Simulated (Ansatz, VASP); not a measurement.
## MoSeS in two plane-wave programs

Aim: how closely do two programs agree when they are given the same cell, functional and k mesh? The structure shown is the start of the Ansatz relaxation below; VASP solves that cell, so the two are compared at the walk's first step.

Main program and level: Ansatz 0.2.0; plane waves, with VASP 6.6.1 beside it; single point at LDA.

### Step 1. Starting point

The cell holds 3 atoms: 1 Mo, 1 S and 1 Se. Its edges and angles: a = 3.252 Å, b = 3.253 Å, c = 33.700 Å, α = 90.0°, β = 90.0°, γ = 120.0°. It derives from Mo1S1Se1. Vacuum lies along c.

As a file:

```cif
data_structure
_symmetry_space_group_name_H-M 'P 1'
_symmetry_Int_Tables_number 1
_cell_length_a 3.2525
_cell_length_b 3.2525
_cell_length_c 33.7000
_cell_angle_alpha 90.000
_cell_angle_beta 90.000
_cell_angle_gamma 120.000
_cell_volume 308.74
loop_
_atom_site_label
_atom_site_type_symbol
_atom_site_fract_x
_atom_site_fract_y
_atom_site_fract_z
_atom_site_occupancy
Mo1 Mo 0.33333 0.66667 0.50000 1
S2 S 0.66667 0.33333 0.54807 1
Se3 Se 0.66667 0.33333 0.45193 1
```

### Step 2. Ansatz: relaxation, LDA

Ansatz runs on its PAW soft_1 files.

The two programs are compared at the cell with which this relaxation starts, whose forces are those of its first step.

The input, input.yaml:

```yaml
crystal:
  lattice:
    - [3.2525, 0.0, 0.0]
    - [-1.62625, 2.8167476258, 0.0]
    - [0.0, 0.0, 33.7]
  atoms:
    - { symbol: Mo, position: [0.3333333333, 0.6666666667, 0.5] }
    - { symbol: S, position: [0.6666666667, 0.3333333333, 0.5480712166] }
    - { symbol: Se, position: [0.6666666667, 0.3333333333, 0.4519287834] }
  periodic: [true, true, false]
kpoints:
  mp_grid: { grid: [9, 9, 1] }
hamiltonian:
  xc: lda
  pseudopotentials: { kind: paw, azcp: { folder: soft_1 }, xc_functional: pbe }
scf:
  occupations: { method: fermi_dirac, width: 0.02 }
relax:
  f_tol: 0.01
  max_steps: 100
  cell: {}
```

Started as:

```
> ansatz run input.yaml --threads 2 --pin off --max-ram 92160MiB --backend cuda --events-out ev --progress --plain --runs-dir out --devices 1 --max-vram 13GiB
```

Numbers of over 12 decimals in the logs are rounded to 6 here.

Log:

```text
GPUs: using 1 of 1 available (devices: 1).
Engine: ansatz 0.2.0, x86_64-unknown-linux-gnu
Pseudopotentials: kind: paw
Pseudopotential: Mo, paw, valence charge 14, recommended cutoff 420 eV (normal), soft_1/Mo.paw.azcp
Pseudopotential: S, paw, valence charge 6, recommended cutoff 420 eV (normal), soft_1/S.paw.azcp
Pseudopotential: Se, paw, valence charge 16, recommended cutoff 420 eV (normal), soft_1/Se.paw.azcp
Functional definition: SPW92
  exchange = slater_x
  correlation = pw_c
device memory: the entry about to start is reckoned to put 1.7 GiB on a device that reports 43.4 GiB free (of which the cap on the GPU budget leaves the run 13.0 GiB)
GPU FFT provider: cuFFT
GPU libraries: cuBLAS 13.8.2, cuFFT 12.4.0, cuSOLVER 12.3.4
Crystal: 3 atoms, lattice volume = 308.742 Å³
Basis set: ecut = 420 eV, 6161 PW (Γ)
Bands: 22, of which v1, the nominal top of the filled ones, is band 18 counted from 1 (17 counted from 0)
Symmetry: 6 space group operations
Space group: P3m1 (ITA 156), of the structure as read, at distance tolerance 6.8e-5 Å
k-points: 12 of 81 (time reversal used)
Non-local potential: Mo, projectors of the file, l = 0: 3, l = 1: 2, l = 2: 2, l = 3: 1
Non-local potential: S, projectors of the file, l = 0: 2, l = 1: 2, l = 2: 1
Non-local potential: Se, projectors of the file, l = 0: 2, l = 1: 2, l = 2: 3, l = 3: 1
PAW form: soft (Blöchl's): semilocal exchange-correlation on the pseudo side does not see the compensation charge
PAW frozen core: Mo, regenerated for the run's functional, and the local potential with it (the file was generated under x = pbe(κ = 0.804, μ = 0.219515), c = pbe(β = 0.066725))
PAW frozen core: S, regenerated for the run's functional, and the local potential with it (the file was generated under x = pbe(κ = 0.804, μ = 0.219515), c = pbe(β = 0.066725))
PAW frozen core: Se, regenerated for the run's functional, and the local potential with it (the file was generated under x = pbe(κ = 0.804, μ = 0.219515), c = pbe(β = 0.066725))
PAW one-centre angular grid: Mo, 590 points (default); XC on 64 Gauss nodes
PAW one-centre angular grid: S, 110 points (default); XC on 64 Gauss nodes
PAW one-centre angular grid: Se, 590 points (default); XC on 64 Gauss nodes
Initial density: superposition of atomic densities (neutral atoms: chi_scale 0, normalization atom)
Initial wavefunctions: pseudopotential atomic-orbital guess
GPU buffer pool allocated for 138240 grid points (all kernels)
GPU transforms: local potential and band sums: pruned to the plane-wave sphere, on 24×24×225
Functional: x = slater, c = lda
SCF iter   1: F=—  HF=-11099.313824 eV  |F-HF|=—  |Δ(HF+E_count)|=         —  Δρ=3.47e-2  dr2=5.84e0  ethr=3.10e-3  ⟨swp⟩=17.8  Hψ=2447  notcnv=0
preconditioner: auto → Resta (q_TF=auto, 1.907 Å⁻¹)  ε∞=2.1  [insulator: Δε(μ)=1.735 eV  Ē_g=8.546 eV  σ=0.020 eV  W_gap=1.00  n_scr=20 (ndim 8)  ℏωp=9.0 eV  f_vac=0.784  D(μ)=0.00/eV (n_scr^D=0)  ε∞_Penn≈2.1  vacuum switching on, ρ_ref=5.3e-3 e/Å³]
SCF iter   2: F=—  HF=-11099.105326 eV  |F-HF|=—  |Δ(HF+E_count)|=   2.08e-1  Δρ=3.10e-2  dr2=9.86e0  ethr=3.10e-3  ⟨swp⟩=4.6  Hψ=857  notcnv=0
SCF iter   3: F=—  HF=-11098.048789 eV  |F-HF|=—  |Δ(HF+E_count)|=    1.06e0  Δρ=1.07e-2  dr2=5.33e-1  ethr=3.10e-3  ⟨swp⟩=4.2  Hψ=709  notcnv=0
SCF iter   4: F=—  HF=-11097.994764 eV  |F-HF|=—  |Δ(HF+E_count)|=   5.40e-2  Δρ=5.20e-3  dr2=5.22e-1  ethr=1.48e-3  ⟨swp⟩=4.2  Hψ=593  notcnv=0
SCF iter   5: F=—  HF=-11097.945748 eV  |F-HF|=—  |Δ(HF+E_count)|=   4.90e-2  Δρ=2.15e-3  dr2=1.08e-2  ethr=1.45e-3  ⟨swp⟩=2.6  Hψ=365  notcnv=0
SCF iter   6: F=—  HF=-11097.946336 eV  |F-HF|=—  |Δ(HF+E_count)|=   5.87e-4  Δρ=8.28e-4  dr2=4.65e-3  ethr=3.01e-5  ⟨swp⟩=3.7  Hψ=697  notcnv=0
SCF iter   7: F=—  HF=-11097.945675 eV  |F-HF|=—  |Δ(HF+E_count)|=   6.60e-4  Δρ=3.54e-4  dr2=5.95e-4  ethr=1.29e-5  ⟨swp⟩=3.4  Hψ=615  notcnv=0
SCF iter   8: F=—  HF=-11097.945600 eV  |F-HF|=—  |Δ(HF+E_count)|=   7.52e-5  Δρ=1.27e-4  dr2=5.52e-5  ethr=1.65e-6  ⟨swp⟩=4.0  Hψ=593  notcnv=0
SCF iter   9: F=—  HF=-11097.945660 eV  |F-HF|=—  |Δ(HF+E_count)|=   5.99e-5  Δρ=3.69e-5  dr2=5.57e-6  ethr=1.53e-7  ⟨swp⟩=3.3  Hψ=466  notcnv=0
SCF iter  10: F=-11097.945659 eV  HF=-11097.945659 eV  |F-HF|=5.31e-8  |Δ(HF+E_count)|=   9.22e-7  Δρ=4.36e-6  dr2=6.05e-8  ethr=2.78e-10  ⟨swp⟩=7.1  Hψ=1724  notcnv=0
SCF 1 converged in 10 iterations: F = -11097.945659 eV  dr2 = 6.05e-8
  greatest PAW one-centre occupation: 1.000 electrons in one spin orbital (limit 2), on the Se atom at site 2 (counted from 0), in its partial waves of l = 2
relax step   1: F+E_penalty+E_count = -11097.94565923 eV  Δ(F+E_penalty+E_count) = +0.000e0 eV  max|allowed force component| = 2.282e0 eV/Å  Δτ_max = 0.0000 Å  P = -4.335 N/m  Ω = 308.742 Å³  fix = [c, alpha, beta]  reactions: c +0.000 N/m  (10 SCF iters, dr2 threshold 1.00e-7 eV, accepted)
[...]
relax step   4: F+E_penalty+E_count = -11098.11639488 eV  Δ(F+E_penalty+E_count) = -9.495e-4 eV  max|allowed force component| = 8.353e-2 eV/Å  Δτ_max = 0.0107 Å  P = +0.205 N/m  Ω = 295.039 Å³  energy of the carried Pulay correction = +4.655e-4 eV  fix = [c, alpha, beta]  reactions: c +0.000 N/m  (8 SCF iters, dr2 threshold 3.00e-7 eV, accepted)
[...]
relax step   5: F+E_penalty+E_count = -11098.11662856 eV  Δ(F+E_penalty+E_count) = -2.337e-4 eV  max|allowed force component| = 1.449e-3 eV/Å  Δτ_max = 0.0029 Å  P = +0.002 N/m  Ω = 295.365 Å³  energy of the carried Pulay correction = +4.542e-4 eV  fix = [c, alpha, beta]  reactions: c +0.000 N/m  (6 SCF iters, dr2 threshold 3.00e-7 eV, accepted)
[...]
relax step   6: F+E_penalty+E_count = -11098.11618809 eV  Δ(F+E_penalty+E_count) = +4.405e-4 eV  max|allowed force component| = 1.475e-3 eV/Å  Δτ_max = 0.0000 Å  P = +0.001 N/m  Ω = 295.365 Å³  fix = [c, alpha, beta]  reactions: c +0.000 N/m  stress off target by 1.40e-3 N/m on what of the cell is left free  SCF on the basis re-selected at this cell (its energy is not comparable with the rows above)  (9 SCF iters)
basis re-selected at this cell: Δ(F+E_penalty+E_count) = +4.405e-4 eV, ΔP = -0.000 N/m vs the last step (what re-selecting the basis moved, of the pressure what is left beyond the Pulay correction that the steps carried, after the strain that the cell walked since its last selection, with what the two solves' SCF thresholds leave and, on support functions, any second-order correction that the steps lacked; it is no m [...]
SCF converged after 9 iterations
Free energy (F): -11098.116188 eV
Harris-Foulkes:  -11098.116188 eV  (|F-HF|=8.00e-11)
Internal energy: -11098.116188 eV  (E = F + TS)
E sigma→0 (E₀):  -11098.116188 eV
Fermi energy:    -5.008495 eV
--- Per-component energies (eV) ---
  E_band       = -1106.864572
  E_kinetic    = 642.975718
  E_local      = -96607.451567  (includes V_loc(G=0)·N_el)
  E_nonlocal   = -161.335174
  E_hartree    = 47890.589774
  E_xc         = -349.519088
  E_vxc        = -394.608810  (∫ρ·V_xc dr)
  E_paw        = -5722.575535  (= ΣΔE_a)
  E_vpaw       = -367.623978  (= ΣTr[D̂ρ^β])
  E_aug_tail   = -0.000323  (compensation charges beyond the density's cutoff)
  E_ewald      = 43206.356633
  E_core_change = 2.843373  (= ΣΔE_core)
  E_smearing   = -0.000000  (= −TS)
  E_closure    = 0.000000  (closes the sum)
  Σ components = -11098.116188   (vs F -11098.116188, Δ=0.00e0)
--- Forces (eV/Å), atoms counted from 1 ---
  atom   1  Mo     0.00000000    -0.00000000     0.00184606
  atom   2  S      0.00000000     0.00000000    -0.00037436
  atom   3  Se     0.00000000     0.00000000    -0.00035768
  max |Σ_I F_I| component: 1.11e-3 eV/Å
--- 2D stress c σ (N/m, compression-positive) ---
        0.001403       0.000000       0.000000
       -0.000000       0.001403       0.000000
        0.000000       0.000000       0.000000
  P = ½ c Tr σ = 0.0014 N/m
--- Band table (eV; the first three rows and the last of 12) ---
  k-point 0: bands = [... 14 lower, -7.9103, -7.0342, -7.0342, -5.9818, -2.8567, -2.8567, -2.4849, -2.4849]
  k-point 1: bands = [... 14 lower, -8.2138, -7.2723, -6.9343, -6.0281, -3.2392, -3.0865, -2.7989, -2.5055]
  k-point 2: bands = [... 14 lower, -8.1837, -7.3732, -7.1870, -6.4318, -3.8822, -3.2583, -3.0309, -1.9944]
  k-point 11: bands = [... 14 lower, -9.3457, -8.8652, -8.0124, -5.8843, -4.1289, -3.0266, -2.3165, -0.8974]
--- Relaxed structure (5 steps of the walk, 5 accepted, 1 SCFs on fresh bases) ---
  F+E_penalty+E_count = -11098.11618809 eV   max|allowed force component| = 1.475e-3 eV/Å   (the final SCF, on the basis selected at the relaxed cell)
  cell:  # Å, volume = 295.3651 Å³
    - [3.181261, 0, 0]
    - [-1.590631, 2.755053, 0]
    - [0, 0, 33.7]
  atoms:
    - { symbol: Mo, position: [0.333333, 0.666667, 0.501693] }
    - { symbol: S, position: [0.666667, 0.333333, 0.546763] }
    - { symbol: Se, position: [0.666667, 0.333333, 0.451544] }
```

### Step 3. VASP: single point, LDA, start cell

The same cell, functional (in two slightly different forms), mesh and smearing now go to VASP, with its own data sets.

Lines of VASP's logs that name or quote its potential files are left out, and so is its time.

The input, INCAR:

```
SYSTEM = MoSeS
PREC = Accurate
ENCUT = 400
EDIFF = 1E-06
NELM = 120
ISMEAR = -1
SIGMA = 0.02
LREAL = .FALSE.
ALGO = Normal
GGA = CA
NBANDS = 19
LASPH = .TRUE.
LORBIT = 11
LWAVE = .FALSE.
LCHARG = .FALSE.
ISIF = 2
LDIPOL = .TRUE.
IDIPOL = 3
DIPOL = 0.5 0.5 0.5
LVHAR = .TRUE.
GGA_COMPAT = .FALSE.
EFERMI = MIDGAP
NELMDL = -8
KPAR = 2
```

The input, POSCAR:

```
MoSeS
1.0
    3.2525000000      0.0000000000      0.0000000000
   -1.6262500000      2.8167480000      0.0000000000
    0.0000000000      0.0000000000     33.7000000000
Mo S Se
1 1 1
Direct
    0.3333333333      0.6666666667      0.5000000000
    0.6666666667      0.3333333333      0.5480712166
    0.6666666667      0.3333333333      0.4519287834
```

The input, KPOINTS:

```
Automatic mesh
0
Gamma
9 9 1
0 0 0
```

The projector-augmented-wave data sets are Mo_sv, S and Se (LDA family, release 64).

Started as:

```
> mpirun -np 2 vasp_std
```

Log:

```text
[banner, memory and clock lines left out]
running    2 mpi-ranks, on    1 nodes
 distrk:  each k-point on    1 cores,    2 groups
 distr:  one band on    1 cores,    1 groups

 POSCAR found type information on POSCAR MoS Se
 POSCAR found :  3 types and       3 ions
 LDA part: xc-table for (Slater(with rela. corr.)+CA(PZ))
 , standard interpolation
 POSCAR, INCAR and KPOINTS ok, starting setup
 FFT: planning ... GRIDC
 FFT: planning ... GRID_SOFT
 FFT: planning ... GRID
 WAVECAR not read
 entering main loop
       N       E                     dE             d eps       ncg     rms          rms(c)
DAV:   1     0.129863823510E+03    0.12986E+03   -0.11364E+04   648   0.811E+02
DAV:   2    -0.128235935897E+02   -0.14269E+03   -0.13783E+03   646   0.193E+02
DAV:   3    -0.244367736240E+02   -0.11613E+02   -0.11559E+02   614   0.519E+01
DAV:   4    -0.245811576722E+02   -0.14438E+00   -0.14406E+00   571   0.657E+00
DAV:   5    -0.245842506166E+02   -0.30929E-02   -0.30924E-02   609   0.930E-01
DAV:   6    -0.245843552103E+02   -0.10459E-03   -0.10459E-03   594   0.154E-01
DAV:   7    -0.245843601683E+02   -0.49580E-05   -0.49578E-05   604   0.307E-02
DAV:   8    -0.245843604424E+02   -0.27405E-06   -0.27392E-06   564   0.670E-03    0.203E+01
DAV:   9    -0.237028223568E+02    0.88154E+00   -0.10965E+01   535   0.206E+01    0.682E+00
DAV:  10    -0.234927729118E+02    0.21005E+00   -0.66277E+00   529   0.149E+01    0.564E+00
DAV:  11    -0.232468344423E+02    0.24594E+00   -0.12836E+00   536   0.697E+00    0.950E-01
DAV:  12    -0.232448558964E+02    0.19785E-02   -0.37213E-02   516   0.119E+00    0.527E-01
DAV:  13    -0.232430267344E+02    0.18292E-02   -0.89859E-03   521   0.623E-01    0.879E-02
DAV:  14    -0.232430053545E+02    0.21380E-04   -0.50600E-04   582   0.143E-01    0.550E-02
[...]
DAV:  19    -0.232439312478E+02   -0.10708E-03   -0.56241E-06   530   0.760E-03    0.634E-03
DAV:  20    -0.232440231592E+02   -0.91911E-04   -0.38182E-06   442   0.743E-03    0.177E-03
DAV:  21    -0.232440696824E+02   -0.46523E-04   -0.12541E-06   487   0.337E-03    0.131E-03
DAV:  22    -0.232440964385E+02   -0.26756E-04   -0.66046E-07   423   0.216E-03    0.650E-04
DAV:  23    -0.232441056392E+02   -0.92007E-05   -0.30501E-07   444   0.159E-03    0.446E-04
DAV:  24    -0.232441112926E+02   -0.56533E-05   -0.14968E-07   389   0.114E-03    0.273E-04
DAV:  25    -0.232441126642E+02   -0.13716E-05   -0.19222E-08   340   0.460E-04    0.150E-04
DAV:  26    -0.232441134349E+02   -0.77072E-06   -0.14092E-08   339   0.316E-04
   1 F= -.23244113E+02 E0= -.23244113E+02  d E =-.349229E-18
```

Parts of OUTCAR (step 3):

```text
ion  position               nearest neighbor table
   1  0.333  0.667  0.500-   2 2.48   3 2.48   2 2.48   3 2.48   2 2.48   3 2.48
   2  0.667  0.333  0.548-   1 2.48   1 2.48   1 2.48
   3  0.667  0.333  0.452-   1 2.48   1 2.48   1 2.48

  LATTYP: Found a hexagonal cell.
 ALAT       =     3.2525000000
 C/A-ratio  =    10.3612605688

 Subroutine GETGRP returns: Found  6 space group operations
 (whereof  6 operations were pure point group operations)

The static configuration has the point symmetry C_3v.

 Found     12 irreducible k-points:

   k-points           NKPTS =     12   k-points in BZ     NKDIM =     12   number of bands    NBANDS=     19

   dimension x,y,z NGX =    24 NGY =   24 NGZ =  224
   dimension x,y,z NGXF=    48 NGYF=   48 NGZF=  448

   ENCUT  =  400.0 eV  29.40 Ry    5.42 a.u.   5.30  5.30 54.96*2*pi/ulx,y,z

   NELECT =      26.0000    total number of electrons

 k-points in reciprocal lattice and weights: Automatic mesh
   0.00000000  0.00000000  0.00000000       0.012
   0.11111111  0.00000000  0.00000000       0.074
   0.22222222  0.00000000  0.00000000       0.074
   0.33333333  0.00000000  0.00000000       0.074
   0.44444444  0.00000000  0.00000000       0.074
   0.11111111  0.11111111  0.00000000       0.074
   0.22222222  0.11111111  0.00000000       0.148
   0.33333333  0.11111111  0.00000000       0.148
   0.44444444  0.11111111  0.00000000       0.074
   0.22222222  0.22222222  0.00000000       0.074
   0.33333333  0.22222222  0.00000000       0.148
   0.33333333  0.33333333  0.00000000       0.025

 dipolmoment           0.000000      0.000000      0.027673 electrons x Angstroem

 average (electrostatic) potential at core
       1 -85.2160       2 -95.2458       3 -67.7545

 E-fermi :  -2.8660

 k-point     1 :       0.0000    0.0000    0.0000
  band No.  band energies     occupation
    ...
      9      -5.9629      2.00000
     10      -5.4234      2.00000
     11      -4.9227      2.00000
     12      -4.9227      2.00000
     13      -3.7875      2.00000
     14      -1.0897      0.00000
     15      -1.0897      0.00000
     16      -0.3209      0.00000
     17      -0.3209      0.00000
     18       1.3779      0.00000
    ...

 k-point     2 :       0.1111    0.0000    0.0000
  band No.  band energies     occupation
    ...
      9      -5.9896      2.00000
     10      -5.7873      2.00000
     11      -5.1899      2.00000
     12      -4.6376      2.00000
     13      -3.8640      2.00000
     14      -1.3741      0.00000
     15      -1.0470      0.00000
     16      -0.9101      0.00000
     17      -0.3178      0.00000
     18       1.7164      0.00000
    ...

 k-point     3 :       0.2222    0.0000    0.0000
  band No.  band energies     occupation
    ...
      9      -6.8182      2.00000
     10      -5.7420      2.00000
     11      -5.3224      2.00000
     12      -4.8186      2.00000
     13      -4.2564      2.00000
     14      -1.6732      0.00000
     15      -1.3100      0.00000
     16      -1.0823      0.00000
     17       0.0128      0.00000
     18       2.3656      0.00000
    ...

  Total       -2.4290809     -2.4290816     -1.9726070      0.0000000      0.0000000      0.0000000
  in kB      -12.6054213    -12.6054247    -10.2366054      0.0000000      0.0000000      0.0000000
  external PRESSURE =     -11.8158171 kB  Pullay stress =       0.0000000 kB

  energy-cutoff  :      400.00
  volume of cell :      308.74
      direct lattice vectors                 reciprocal lattice vectors
     3.252500000  0.000000000  0.000000000     0.307455803  0.177509667  0.000000000
    -1.626250000  2.816748000  0.000000000     0.000000000  0.355019334  0.000000000
     0.000000000  0.000000000 33.700000000     0.000000000  0.000000000  0.029673591

 POSITION                                       TOTAL-FORCE (eV/Angst)
 -----------------------------------------------------------------------------------
     -0.00000      1.87783     16.85000        -0.000000      0.000000      2.347687
      1.62625      0.93892     18.47000         0.000000     -0.000000     -1.753803
      1.62625      0.93892     15.23000         0.000000     -0.000000     -0.593884
 -----------------------------------------------------------------------------------
    total drift:                                0.000000      0.000004      0.000087

  FREE ENERGIE OF THE ION-ELECTRON SYSTEM (eV)
  ---------------------------------------------------
  free  energy   TOTEN  =       -23.2441134349 eV

  energy  without entropy=      -23.2441134349  energy(sigma->0) =      -23.24411343

 vacuum level on the upper side and lower side of the slab         2.536         1.989

 total charge
# of ion       s       p       d       tot
------------------------------------------
    1        2.281   6.197   3.942  12.420
    2        1.363   2.283   0.000   3.646
    3        1.481   2.365   0.072   3.917
--------------------------------------------------
tot          5.125  10.845   4.014  19.983

[... 3 further parts left out ...]
```

### Step 4. Side by side

Known differences besides the potentials themselves: the two LDA forms differ slightly; Ansatz cuts the interaction across the vacuum, VASP repeats the sheet with a dipole correction; the data sets hold 36 valence electrons in Ansatz (on its PAW soft_1 files) and 26 in VASP; the cutoff is 420 eV in Ansatz and 400 eV in VASP; VASP's log shows a relativistic correction to its local exchange, Ansatz's none. Total energies have different zeros and are not compared.

Forces (eV/Å; atoms numbered as in POSCAR):

```
atom        Ansatz x, y, z          VASP x, y, z
 Mo1   0.000, 0.000, 2.282   0.000, 0.000, 2.348
  S2  0.000, 0.000, -1.774  0.000, 0.000, -1.754
 Se3  0.000, 0.000, -0.508  0.000, 0.000, -0.594
```

The forces differ by 37 meV/Å r.m.s., which is 3.7 % of the r.m.s. force of 0.997 eV/Å (both taken over all components). With vacuum in the cell, a pressure given here is an average over mostly empty space and none of the material.

### Step 5. Results

| Item | Value |
| --- | --- |
| r.m.s. force difference (single point, LDA, start cell) | 3.7 % of the r.m.s. force |

In words: The r.m.s. force difference is 3.7 % of the r.m.s. force (single point, LDA, start cell), beyond the 3 % picked in this series as the mark of a large difference. The data sets hold unlike numbers of valence electrons (36 in Ansatz and 26 in VASP), so part of the differences comes from the potentials. What causes the difference of the single point, LDA, start cell pair stays open here. 1 further run of this series is not shown here. How closely two codes agree says nothing of how well the functional describes the real material.

[Lines on the potential files, build, host, timing and source positions are cut from VASP's logs without a mark.]

[Logs are printed without paths, hosts, clocks, repeated set-up lines and the standing remarks that a program may print on its own settings, such as how far it seeks lower states.]

[Hosts, paths, dates, database ids (printed as entryN), source tags and the programs' standing remarks are cut or masked in the printed files.]
